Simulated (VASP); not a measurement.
Crystal: V.

```
V
1.0
    -1.51294    1.51294    1.51294
     1.51294   -1.51294    1.51294
     1.51294    1.51294   -1.51294
V
1
Direct
  0.00000 0.00000 0.00000
```

```yaml
Program: VASP 6.6.1
Task: relaxation of cell and atoms
Functional: r2SCAN
Dispersion: rVV10
Potentials_or_basis: VASP PAW PBE potentials, release 64 (V_sv)
Cutoff: 600 eV
k_mesh: 20 × 20 × 20
Occupations: gaussian, width 0.1 eV
Spin: no spin polarisation
```

At the start: pressure -8.6 GPa; volume 13.85 Å³/atom.

**Question.** How do energy, volume and symmetry change on relaxing?

**Answer.** Over 4 steps the energy falls by 18.1 meV/atom and the volume is 13.20 Å³/atom (-4.7 %); space group Im-3m (No. 229, to 0.05 Å).

The path:
```csv
step,energy change (eV),largest force (eV/Å),pressure (GPa),volume (Å³)
1,0.0000,0.0000,-8.64,13.85
2,0.0149,0.0000,13.90,12.41
3,-0.0181,0.0000,-0.15,13.22
4,-0.0181,0.0000,0.03,13.20
```

Final structure:
```yaml
crystal:
  lattice:
    - [-1.48896, 1.48896, 1.48896]
    - [1.48896, -1.48896, 1.48896]
    - [1.48896, 1.48896, -1.48896]
  atoms:
    - { symbol: V, position: [0.00000, 0.00000, 0.00000] }
```

Caveat: the PAW data sets were made with another functional, which shifts forces and pressure a little.
